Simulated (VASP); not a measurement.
Given:

```xyz
10
Lattice="7.0769 -2.0088 -0.1195 7.0769 2.0088 -0.1195 -0.8760 0.0000 9.7258" Properties=species:S:1:pos:R:3 pbc="T T T"
Te     0.1697     0.0000     2.7686
Te    13.1081     0.0000     6.7182
Te    10.7770     0.0000     3.1282
Te     2.5008     0.0000     6.3587
Te     5.3021     0.0000     0.2694
Te     7.9758     0.0000     9.2175
As     8.3266     0.0000     4.2107
As     4.9512     0.0000     5.2762
As     2.7229     0.0000     1.3374
As    10.5549     0.0000     8.1494
```

Method: PBEsol GGA, VASP's PBE PAW potentials (set 64) (plane waves; VASP 6.6.1). Numerical set-up: 400 eV cut-off, 13×13×6 Γ-centred mesh, Gaussian smearing of 0.010 eV, potentials Te As.

Without a dispersion term in the relaxation, distances and binding between the weakly bound layers, chains or molecules are unreliable, and so is what depends on them.

Task: What does the run give for the energy per atom (σ→0)?

Result: 
```
Item                           Result
---------------------  --------------
energy per atom (σ→0)  -4.175 eV/atom
```

The structure comes from a computed database's Te3As2 entry (C2/m); how it stands against other phases isn't given here. It was relaxed first, which changed the volume by -10 %.
